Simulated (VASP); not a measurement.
# Titanium: cell size and functional, part 3 of 3

Aim: relax Titanium at several levels of theory and compare the cells. The starting structure is a measured crystal structure from the Crystallography Open Database. The first relaxation on each setting starts from this cell expanded by 3 % in volume.

VASP 6.6.1.

Results so far: PBEsol 16.63 Å³ an atom; LDA 16.03 Å³ an atom; PBE 17.29 Å³ an atom; PBEsol + D3(BJ) 15.80 Å³ an atom; r2SCAN 17.30 Å³ an atom; r2SCAN + rVV10 17.17 Å³ an atom.

**8. Relaxation with vdW-DF-cx**

Level of this step: vdW-DF-cx; plane waves and PAW (Ti_sv) (VASP).

vdW-DF-cx takes its exchange from the same plasmon model as its correlation. This run starts from the cell of an earlier relaxation, which isn't shown; the restart sets up the plane waves anew.

Input file INCAR:

```
SYSTEM = Ti
PREC = Accurate
ENCUT = 450
EDIFF = 1E-06
NELM = 100
ISMEAR = 1
SIGMA = 0.15
LREAL = .FALSE.
ALGO = Normal
GGA = CX
AGGAC = 0
LUSE_VDW = .TRUE.
LASPH = .TRUE.
NBANDS = 18
LORBIT = 11
LWAVE = .FALSE.
LCHARG = .FALSE.
KPAR = 8
IBRION = 2
NSW = 50
ISIF = 3
EDIFFG = -0.006
```

Input file POSCAR:

```
Ti
1.0
    2.9012060777      0.0000000000      0.0000000000
   -1.4506030388      2.5125181649      0.0000000000
    0.0000000000      0.0000000000      4.5944245316
Ti
2
Direct
    0.6666666667      0.3333333333      0.7500000000
    0.3333333333      0.6666666667      0.2500000000
```

Input file KPOINTS:

```
Automatic mesh
0
Gamma
18 18 10
0 0 0
```

The projector-augmented-wave data sets are Ti_sv (PBE family, release 64).

Launch:

```bash
$ mpirun -np 8 vasp_std
```

What it wrote:

```text
[banner, memory and clock lines left out]
running    8 mpi-ranks, on    1 nodes
[...]
[... a notice as in an earlier step ...]

 [... a notice as in an earlier step ...]

 [... a notice as in an earlier step ...]

 LDA part: xc-table for (Slater+PW92), standard interpolation
 POSCAR, INCAR and KPOINTS ok, starting setup
[...]
entering main loop
       N       E                     dE             d eps       ncg     rms          rms(c)
DAV:   1     0.249449229813E+03    0.24945E+03   -0.12232E+04  8016   0.153E+03
DAV:   2     0.163751560996E+02   -0.23307E+03   -0.22996E+03  8170   0.433E+02
DAV:   3    -0.112635862338E+02   -0.27639E+02   -0.27346E+02 14996   0.124E+02
DAV:   4    -0.123370879574E+02   -0.10735E+01   -0.10715E+01  9178   0.253E+01
[...]
DAV:  11    -0.103411592525E+02   -0.40658E-04   -0.16721E-04  9274   0.108E-01    0.318E-02
DAV:  12    -0.103411523959E+02    0.68566E-05   -0.38501E-05  9422   0.509E-02    0.209E-03
DAV:  13    -0.103411528167E+02   -0.42079E-06   -0.95616E-07  6310   0.772E-03
[...]
DAV:   6    -0.103411695252E+02   -0.99185E-05   -0.21751E-05 11804   0.332E-02    0.527E-03
DAV:   7    -0.103411712608E+02   -0.17355E-05   -0.27145E-06  7038   0.118E-02    0.539E-04
DAV:   8    -0.103411713637E+02   -0.10298E-06   -0.29631E-07  4152   0.459E-03
   2 F= -.10341171E+02 E0= -.10342220E+02  d E =-.185471E-04
 trial-energy change:   -0.000019  1 .order   -0.000011   -0.000066    0.000043
 step:   0.6893(harm=  0.6044)  dis= 0.00000  next Energy=   -10.341178 (dE=-0.250E-04)
[...]
N       E                     dE             d eps       ncg     rms          rms(c)
DAV:   1    -0.103413361082E+02   -0.16485E-03   -0.38013E-03 10700   0.763E-01    0.109E-01
DAV:   2    -0.103411778720E+02    0.15824E-03   -0.73829E-04 11308   0.288E-01    0.302E-02
DAV:   3    -0.103411721621E+02    0.57100E-05   -0.10544E-04 11364   0.617E-02    0.100E-02
DAV:   4    -0.103411758997E+02   -0.37376E-05   -0.18538E-05  9948   0.280E-02    0.400E-03
DAV:   5    -0.103411783151E+02   -0.24154E-05   -0.61227E-06  9296   0.151E-02    0.564E-03
DAV:   6    -0.103411785857E+02   -0.27058E-06   -0.19161E-06  6480   0.103E-02
   3 F= -.10341179E+02 E0= -.10342229E+02  d E =-.257690E-04
[...]
reached required accuracy - stopping structural energy minimisation
```

Run time: 45 s. Hardware: 8 MPI ranks of Intel Xeon 6975P-C (Granite Rapids), shared host; peak memory 2.6 GiB.

Parts of OUTCAR (step 8):

```text
  Total        0.0070358      0.0070358      0.0045687      0.0000000      0.0000000      0.0000000
  in kB        0.3370958      0.3370958      0.2188945      0.0000000      0.0000000      0.0000000
  external PRESSURE =       0.2976953 kB  Pullay stress =       0.0000000 kB

 POSITION                                       TOTAL-FORCE (eV/Angst)
 -----------------------------------------------------------------------------------
      1.44994      0.83712      3.44384        -0.000000      0.000000      0.000000
     -0.00000      1.67424      1.14795         0.000000      0.000000      0.000000
 -----------------------------------------------------------------------------------
    total drift:                               -0.000000      0.000000     -0.000000

  FREE ENERGIE OF THE ION-ELECTRON SYSTEM (eV)
  ---------------------------------------------------
  free  energy   TOTEN  =       -10.3411785857 eV

  energy  without entropy=      -10.3443301899  energy(sigma->0) =      -10.34222912

[... 2 parts as in an earlier step ...]

[... 2 further parts left out ...]
[key lines of the parts left out:]
E-fermi :   8.6482
```

With vdW-DF-cx the relaxed cell holds 16.720 Å³ an atom, -5.31 % against the measured cell, with a = 2.900 Å and c = 4.592 Å. That is +0.55 % from PBEsol. Pressures at 0.985 and 1.015 times this volume, from two more relaxations that aren't shown, give a bulk modulus of 119.5 GPa.

**9. Relaxation with RPBE**

RPBE by itself binds more weakly than PBE and expands cells. This run starts from the cell of an earlier relaxation, which isn't shown; the restart sets up the plane waves anew.

Changes to INCAR since step 8:

```diff
@@ -9,7 +9,5 @@
 ALGO = Normal
-GGA = CX
-AGGAC = 0
-LUSE_VDW = .TRUE.
+GGA = RP
+NBANDS = 18
 LASPH = .TRUE.
-NBANDS = 18
 LORBIT = 11
```

Input file POSCAR:

```
Ti
1.0
    2.9613600900      0.0000000000      0.0000000000
   -1.4806800450      2.5646130677      0.0000000000
    0.0000000000      0.0000000000      4.6842743000
Ti
2
Direct
    0.6666666667      0.3333333333      0.7500000000
    0.3333333333      0.6666666667      0.2500000000
```

KPOINTS is that of step 8.

Launch:

```bash
$ mpirun -np 8 vasp_std
```

What it wrote:

```text
[... set-up lines as in an earlier step ...]
 entering main loop
       N       E                     dE             d eps       ncg     rms          rms(c)
DAV:   1     0.249391327131E+03    0.24939E+03   -0.12302E+04  8000   0.152E+03
DAV:   2     0.126500979277E+02   -0.23674E+03   -0.23363E+03  8166   0.436E+02
DAV:   3    -0.156963875531E+02   -0.28346E+02   -0.28053E+02 15082   0.125E+02
DAV:   4    -0.168750896897E+02   -0.11787E+01   -0.11778E+01  9146   0.264E+01
[...]
DAV:  12    -0.148726515834E+02    0.78478E-05   -0.30406E-05 10220   0.390E-02    0.597E-03
DAV:  13    -0.148726530050E+02   -0.14216E-05   -0.55211E-07  5460   0.737E-03    0.194E-03
DAV:  14    -0.148726537381E+02   -0.73308E-06   -0.25146E-07  4548   0.457E-03
   1 F= -.14872654E+02 E0= -.14873692E+02  d E =-.148727E+02
[...]
reached required accuracy - stopping structural energy minimisation
```

Run time: 6.2 s. Hardware: 8 MPI ranks; peak memory 1.6 GiB.

From OUTCAR (step 9):

```text
  Total        0.0019650      0.0019650      0.0016248      0.0000000      0.0000000      0.0000000
  in kB        0.0884968      0.0884968      0.0731746      0.0000000      0.0000000      0.0000000
  external PRESSURE =       0.0833894 kB  Pullay stress =       0.0000000 kB

 POSITION                                       TOTAL-FORCE (eV/Angst)
 -----------------------------------------------------------------------------------
      1.48068      0.85487      3.51321         0.000000     -0.000000      0.000000
     -0.00000      1.70974      1.17107        -0.000000      0.000000      0.000000
 -----------------------------------------------------------------------------------
    total drift:                               -0.000000      0.000000     -0.000000

  FREE ENERGIE OF THE ION-ELECTRON SYSTEM (eV)
  ---------------------------------------------------
  free  energy   TOTEN  =       -14.8726537381 eV

  energy  without entropy=      -14.8757681314  energy(sigma->0) =      -14.87369187

[... 2 parts as in an earlier step ...]

[... 2 further parts left out ...]
[key lines of the parts left out:]
E-fermi :   8.2230
```

With RPBE the relaxed cell holds 17.788 Å³ an atom, +0.73 % against the measured cell, with a = 2.961 Å and c = 4.684 Å. That is +6.97 % from PBEsol. Pressures at 0.985 and 1.015 times this volume, from two more relaxations that aren't shown, give a bulk modulus of 105.3 GPa.

**10. All runs side by side**

| level | volume (Å³/atom) | against the measured cell (%) | a (Å) | c (Å) | bulk modulus (GPa) | pressure left (GPa) | core minutes |
| --- | --- | --- | --- | --- | --- | --- | --- |
| PBEsol | 16.628 | -5.83 | 2.8948 | 4.5825 | 119.8 | 0.01 | 6.24 |
| LDA | 16.032 | -9.21 | 2.859 | 4.5298 | 127.8 | 0.03 | 5.01 |
| PBE | 17.287 | -2.1 | 2.9331 | 4.6406 | 112.2 | 0.02 | 5.76 |
| PBEsol + D3(BJ) | 15.796 | -10.55 | 2.8442 | 4.5093 | 130.0 | 0.0 | 6.19 |
| r2SCAN | 17.297 | -2.04 | 2.9355 | 4.6357 | 117.4 | 0.03 | 17.1 |
| r2SCAN + rVV10 | 17.174 | -2.74 | 2.9285 | 4.6247 | 122.3 | 0.02 | 42.5 |
| vdW-DF-cx | 16.72 | -5.31 | 2.8999 | 4.5918 | 119.5 | 0.03 | 28.3 |
| RPBE | 17.788 | 0.73 | 2.9614 | 4.6843 | 105.3 | 0.01 | 4.83 |

Core minutes are wall time times ranks, summed over the relaxations behind a row (those for a bulk modulus apart), on shared hosts.

**11. What came out**

```yaml
volume_pbesol: 16.63 Å³/atom
volume_lda: 16.03 Å³/atom
volume_pbe: 17.29 Å³/atom
volume_pbesol_d3_bj: 15.80 Å³/atom
volume_r2scan: 17.30 Å³/atom
volume_r2scan_rvv10: 17.17 Å³/atom
volume_vdw_df_cx: 16.72 Å³/atom
volume_rpbe: 17.79 Å³/atom
```

In words: Across 8 levels the volume of Titanium spans 12.6 %, from 15.80 Å³ an atom (PBEsol + D3(BJ)) to 17.79 Å³ (RPBE). Against the measured volume of the starting structure, RPBE comes nearest (+0.7 %) and PBEsol + D3(BJ) lies farthest (-10.5 %). The measured cell holds zero-point expansion and, unless it was taken cold, thermal expansion, which the runs lack, so small differences decide nothing. Adding D3(BJ) to PBEsol changes the volume by -5.0 %. Adding rVV10 to r2SCAN changes the volume by -0.7 %. The bulk modulus goes from 105.3 GPa (RPBE) to 130.0 GPa (PBEsol + D3(BJ)). All runs keep the symmetry of the start, so they can't find a distortion of lower symmetry. Further runs on this material are not shown.

[Lines on the potential files, build, host, timing and source positions are cut from VASP's logs without a mark.]

[Logs are printed without paths, hosts, clocks, repeated set-up lines and the standing remarks that a program may print on its own settings, such as how far it seeks lower states.]

[Hosts, paths, dates, database ids (printed as entryN), source tags and the programs' standing remarks are cut or masked in the printed files.]
